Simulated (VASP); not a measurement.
VASP runs on La (space group P6_3/mmc) share one base input (PBE GGA, plane waves, VASP's PBE PAW potentials (set 64)) and change the settings named in each case.

### POSCAR
```
La
1
    3.7462850000     0.0000000000     0.0000000000
   -1.8731420000     3.2443770000     0.0000000000
    0.0000000000     0.0000000000     6.0824460000
La
2
Direct
  0.3333330000   0.6666670000   0.2500000000
  0.6666670000   0.3333330000   0.7500000000
```

### INCAR
```
# general
SYSTEM  = La
PREC    = Accurate
ENCUT   = 300
LREAL   = .FALSE.   # projection in real space or not
LASPH   = .TRUE.   # aspherical one-centre terms

# electronic loop
EDIFF   = 1E-6
NELM    = 100   # most electronic steps
ALGO    = Normal
LMAXMIX = 6   # l cut-off of mixed one-centre charges

# smearing
ISMEAR  = 0   # Gaussian
SIGMA   = 0.136

# functional
GGA     = PE   # PBE

# ions
ISIF    = 2   # forces and stress, cell fixed

# output
LWAVE   = .FALSE.
LCHARG  = .FALSE.
```

File KPOINTS:
```
Automatic mesh
0
Gamma
13 13 7
0 0 0
```

POTCAR, in this order: La (PBE.64 set). Program: vasp_std.

| change | E(σ→0) (eV/atom) | pressure (GPa) | −TS (eV) |
|---|---|---|---|
| base run | -4.8534 | 0.35 | -0.0320 |
| GGA removed, POTCAR La (LDA.64 set) | -5.4990 | (withheld) | (withheld) |
| GGA_COMPAT = .FALSE., LNONCOLLINEAR = .TRUE., LSORBIT = .TRUE., MAGMOM = 0.0 0.0 0.0 0.0 0.0 0.0, program vasp_ncl | -5.1507 | 0.16 | -0.0319 |
| KPOINTS 6×6×3 Γ-centred mesh | -4.8821 | 0.18 | -0.0297 |

Problem. Fill in the missing entries.

Solution. 
- GGA removed, POTCAR La (LDA.64 set), pressure (GPa): -3.21
- GGA removed, POTCAR La (LDA.64 set), −TS (eV): -0.0329

Energies of different potentials or functionals have different zeros.  At 300 eV the pressure can carry a Pulay error.

Left out are runs that ran out of time, are held back, or changed the cell or the kind of run, fixed moments of cells without a moment, rows past the twelfth, gaps on odd meshes, pressures of charged cells and columns that move by less than the noise.

The structure was generated: La was put into an ordered model structure, which need not be its known phase. The cell was not relaxed at this level, its lattice was scaled by up to 2.5 %.
